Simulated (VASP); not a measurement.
Given:

```
CELL_PARAMETERS angstrom
      3.09548    -1.78845    -0.12521
      3.09548     1.78845    -0.12521
      2.18191     0.00000     2.83470
ATOMIC_POSITIONS crystal
  As 0.25025 0.25025 0.25025
  As 0.74975 0.74975 0.74975
```

The numbers are results of PBE GGA, VASP's PBE PAW potentials (set 64) (plane waves; VASP 6.6.1), not measurements. Numerical set-up: 500 eV cut-off, 12×12×12 Γ-centred mesh, first-order Methfessel-Paxton smearing of 0.10 eV, potentials As.

**Question.** What does the run give for the energy per atom (σ→0), pressure, band gap (on the k-mesh) with the smallest direct gap where there is one?

**Answer.** 
The band gap (on the k-mesh) is none (metal, semimetal or under 0.01 eV). The energy per atom (σ→0) is -4.232 eV/atom and the pressure is 30.01 GPa.

Total energies compare only between runs with the same potentials, cut-off and functional.

The compound is As in the a7 structure. It was relaxed first under an external pressure of 30 GPa.
